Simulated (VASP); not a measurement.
A convergence study with VASP on ZnSe (zinc blende): a few settings are varied, all else stays as given below, so the limit is that of these other settings. The cell's lengths are 1 % over those of the tabulated start and one atom is moved, so it is off equilibrium.

```
CELL_PARAMETERS angstrom
      0.00000     2.86335     2.86335
      2.86335     0.00000     2.86335
      2.86335     2.86335     0.00000
ATOMIC_POSITIONS crystal
  Zn 0.00000 0.00000 0.00000
  Se 0.23942 0.26058 0.26058
```

All values below come from PBEsol GGA, VASP's PBE PAW potentials (set 64) (plane waves; VASP). The last row used: 550 eV cut-off, 7×7×7 Γ-centred mesh, Gaussian smearing of 0.050 eV, potentials Zn Se.

```csv
setting,E (eV/atom),pressure (GPa),electronic steps
"ALGO = Normal, EDIFF = 1E-2",-3.3726,-3.41,8
"ALGO = Normal, EDIFF = 1E-3",-3.3725,-2.35,9
"ALGO = Normal, EDIFF = 1E-4",-3.3725,-2.68,10
"ALGO = Normal, EDIFF = 1E-5",-3.3725,-2.54,11
"ALGO = Normal, EDIFF = 1E-6",-3.3725,-2.57,12
"ALGO = Normal, EDIFF = 1E-7",-3.3725,-2.56,13
"ALGO = Normal, EDIFF = 1E-8",-3.3725,-2.56,15
"ALGO = Normal, EDIFF = 1E-9",-3.3725,-2.56,17
"ALGO = Fast, EDIFF = 1E-2",-3.3729,2.14,8
"ALGO = Fast, EDIFF = 1E-3",-3.3726,-6.43,9
"ALGO = Fast, EDIFF = 1E-4",-3.3725,-1.94,11
"ALGO = Fast, EDIFF = 1E-5",-3.3725,-2.59,12
"ALGO = Fast, EDIFF = 1E-6",-3.3725,-2.46,13
"ALGO = Fast, EDIFF = 1E-7",-3.3725,-2.53,15
"ALGO = Fast, EDIFF = 1E-8",-3.3725,-2.55,16
"ALGO = Fast, EDIFF = 1E-9",-3.3725,-2.56,19
"ALGO = All, EDIFF = 1E-2",-3.3721,-2.77,10
"ALGO = All, EDIFF = 1E-3",-3.3725,-2.75,11
"ALGO = All, EDIFF = 1E-4",-3.3725,-2.49,12
"ALGO = All, EDIFF = 1E-5",-3.3725,-2.56,13
"ALGO = All, EDIFF = 1E-6",-3.3725,-2.55,15
"ALGO = All, EDIFF = 1E-7",-3.3725,-2.55,16
"ALGO = All, EDIFF = 1E-8",-3.3725,-2.55,18
"ALGO = All, EDIFF = 1E-9",-3.3725,-2.55,20
```

Left out are rungs that failed or repeat a setting and relaxations that didn't move; long series are thinned to 24 rows.

The compound is ZnSe in the zinc blende structure. The cell was not relaxed at this level, it is distorted from the ideal structure.
